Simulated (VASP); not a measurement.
Here is the system:

```
CsBr
1.0
    4.32526     0.00000     0.00000
    0.00000     4.32526     0.00000
    0.00000     0.00000     4.32526
Cs Br
1 1
Cartesian
  0.00000   0.00000   0.00000
  2.16263   2.16263   2.16263
```

Calculation: r2SCAN meta-GGA, VASP's PBE PAW potentials (set 64) (plane waves; VASP). Run with 400 eV cut-off, 7×7×7 Γ-centred mesh, tetrahedra with Blöchl corrections, potentials Cs_sv Br.

Unless said otherwise, spin-orbit coupling is left out, though it shifts the bands of the heavy elements here.

**Question.** Predict the energy per atom (σ→0), band gap (over mesh and band path) with the smallest direct gap where there is one.

**Answer.** 
```
Quantity                                                 Value
---------------------------------------------  ---------------
band gap (over mesh and band path)                     5.17 eV
smallest direct gap (over mesh and band path)          5.17 eV
energy per atom (σ→0)                          -21.161 eV/atom
```

Total energies compare only between runs with the same potentials, cut-off and functional.

The structure was generated: CsBr was put into the CsCl type type (Pm-3m), which need not be its known phase. It was relaxed first, which changed the volume by -24 %.
